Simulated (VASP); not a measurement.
Output of a VASP run:

OSZICAR:
```
...
       N       E                     dE             d eps       ncg     rms          rms(c)
DAV:   1    -0.178263686452E+02   -0.57228E-01   -0.24849E+00  1464   0.132E+01    0.116E+00
DAV:   2    -0.177931784687E+02    0.33190E-01   -0.10372E-01  1518   0.375E+00    0.713E-01
DAV:   3    -0.177742934233E+02    0.18885E-01   -0.39925E-02  1848   0.215E+00    0.862E-02
DAV:   4    -0.177746066014E+02   -0.31318E-03   -0.51110E-03  1416   0.739E-01    0.453E-02
DAV:   5    -0.177745786178E+02    0.27984E-04   -0.21018E-04  1964   0.170E-01    0.871E-03
DAV:   6    -0.177745766860E+02    0.19318E-05   -0.15230E-05  1928   0.502E-02    0.346E-03
DAV:   7    -0.177745770411E+02   -0.35508E-06   -0.26983E-06  1114   0.249E-02
   5 F= -.17774577E+02 E0= -.17774182E+02  d E =-.244163E-01
       N       E                     dE             d eps       ncg     rms          rms(c)
DAV:   1    -0.177770462765E+02   -0.24696E-02   -0.10279E-01  1470   0.264E+00    0.238E-01
DAV:   2    -0.177756437840E+02    0.14025E-02   -0.43436E-03  1582   0.899E-01    0.147E-01
DAV:   3    -0.177748279674E+02    0.81582E-03   -0.17566E-03  1944   0.566E-01    0.183E-02
DAV:   4    -0.177748484152E+02   -0.20448E-04   -0.29342E-04  1416   0.188E-01    0.986E-03
DAV:   5    -0.177748484018E+02    0.13385E-07   -0.11675E-05  1832   0.423E-02    0.285E-03
DAV:   6    -0.177748481222E+02    0.27964E-06   -0.57597E-07   714   0.151E-02
   6 F= -.17774848E+02 E0= -.17774303E+02  d E =-.246874E-01
       N       E                     dE             d eps       ncg     rms          rms(c)
DAV:   1    -0.177749267410E+02   -0.78339E-04   -0.32634E-03  1476   0.474E-01    0.425E-02
DAV:   2    -0.177748824794E+02    0.44262E-04   -0.13742E-04  1746   0.180E-01    0.262E-02
DAV:   3    -0.177748560156E+02    0.26464E-04   -0.53402E-05  1912   0.115E-01    0.326E-03
DAV:   4    -0.177748568316E+02   -0.81599E-06   -0.13123E-05  1384   0.395E-02    0.176E-03
DAV:   5    -0.177748566600E+02    0.17158E-06   -0.37381E-07   672   0.803E-03
   7 F= -.17774857E+02 E0= -.17774343E+02  d E =-.246959E-01
       N       E                     dE             d eps       ncg     rms          rms(c)
DAV:   1    -0.177809358031E+02   -0.60790E-02   -0.17314E-01  1590   0.647E+00    0.404E-01
DAV:   2    -0.177758998597E+02    0.50359E-02   -0.10019E-02  1590   0.164E+00    0.169E-01
DAV:   3    -0.177749371785E+02    0.96268E-03   -0.44713E-03  1696   0.100E+00    0.195E-02
DAV:   4    -0.177749495545E+02   -0.12376E-04   -0.20806E-04  1550   0.141E-01    0.882E-03
DAV:   5    -0.177749549453E+02   -0.53908E-05   -0.25724E-05  1778   0.687E-02    0.885E-03
DAV:   6    -0.177749586049E+02   -0.36596E-05   -0.45754E-06  1146   0.186E-02    0.157E-03
DAV:   7    -0.177749589864E+02   -0.38152E-06   -0.17847E-06  1058   0.966E-03
   8 F= -.17774959E+02 E0= -.17774469E+02  d E =-.102326E-03
       N       E                     dE             d eps       ncg     rms          rms(c)
DAV:   1    -0.177757141657E+02   -0.75556E-03   -0.20787E-02  1590   0.226E+00    0.139E-01
DAV:   2    -0.177751204006E+02    0.59377E-03   -0.11828E-03  1590   0.564E-01    0.586E-02
DAV:   3    -0.177750035466E+02    0.11685E-03   -0.53863E-04  1696   0.348E-01    0.682E-03
DAV:   4    -0.177750024601E+02    0.10866E-05   -0.25142E-05  1568   0.496E-02    0.305E-03
DAV:   5    -0.177750024209E+02    0.39158E-07   -0.29303E-06   910   0.244E-02
   9 F= -.17775002E+02 E0= -.17774505E+02  d E =-.145761E-03
```

File OUTCAR:
```
------------------------ aborting loop because EDIFF is reached ----------------------------------------
  FORCE on cell =-STRESS in cart. coord.  units (eV):
  Direction    XX          YY          ZZ          XY          YZ          ZX
  --------------------------------------------------------------------------------------
  Total        0.0057648      0.0057648      0.0281537      0.0000000      0.0000000     -0.0000000
  in kB        0.1270066      0.1270066      0.6202690      0.0000000      0.0000000     -0.0000000
  external PRESSURE =       0.2914274 kB  Pullay stress =       0.0000000 kB
  volume of cell :       72.72
      direct lattice vectors                 reciprocal lattice vectors
     3.737591376 -0.000000000 -0.000000000     0.267551987  0.154471236  0.000000000
    -1.868795688  3.236848584 -0.000000000     0.000000000  0.308942471  0.000000000
     0.000000000  0.000000000  6.011068123     0.000000000  0.000000000  0.166359785
 POSITION                                       TOTAL-FORCE (eV/Angst)
 -----------------------------------------------------------------------------------
     -0.00000      0.00000      0.00000         0.000000      0.000000      0.000000
     -0.00000      0.00000      3.00553         0.000000      0.000000      0.000000
     -0.00000      2.15790      1.50277        -0.000000     -0.000000     -0.000000
      1.86880      1.07895      4.50830         0.000000      0.000000      0.000000
 -----------------------------------------------------------------------------------
    total drift:                               -0.000000      0.000000      0.000000
  FREE ENERGIE OF THE ION-ELECTRON SYSTEM (eV)
  ---------------------------------------------------
  free  energy   TOTEN  =       -17.7750024209 eV

  energy  without entropy=      -17.7740080706  energy(sigma->0) =      -17.77450525

 reached required accuracy - stopping structural energy minimisation
```
(Selected blocks of OUTCAR.)

File POSCAR:
```
BBi
1
    3.4800000000     0.0000000000     0.0000000000
   -1.7400000000     3.0137680000     0.0000000000
    0.0000000000     0.0000000000     5.8000000000
B Bi
2 2
Direct
  0.0000000000   0.0000000000   0.0000000000
  0.0000000000   0.0000000000   0.5000000000
  0.3333330000   0.6666670000   0.2500000000
  0.6666670000   0.3333330000   0.7500000000
```

### Question
Write an INCAR and KPOINTS that could have produced this output.

### Answer
One answer among several that fit: the input of the run itself, PBEsol GGA, plane waves, VASP's PBE PAW potentials (set 64).

### INCAR
```
SYSTEM  =  BBi
PREC  =  Accurate; ENCUT  =  520; LREAL  =  .FALSE.
LASPH  =  .TRUE.
EDIFF  =  1E-6; NELM  =  100; ALGO  =  Normal
LMAXMIX  =  4
ISMEAR  =  0; SIGMA  =  0.05
GGA  =  PS
IBRION  =  2; NSW  =  60; ISIF  =  3
EDIFFG  =  -0.01
LWAVE  =  .FALSE.; LCHARG  =  .FALSE.
```

File KPOINTS:
```
Automatic mesh
0
Gamma
8 8 4
0 0 0
```

POTCAR, in this order: B Bi_d (PBE.64 set). Program: vasp_std.

Energy and stress use the plane-wave basis of the starting cell.

The structure was generated: BBi was put into the NiAs type type (P6_3/mmc), which need not be its known phase. This run relaxes it. Symmetry was kept, so distortions that lower it aren't found.
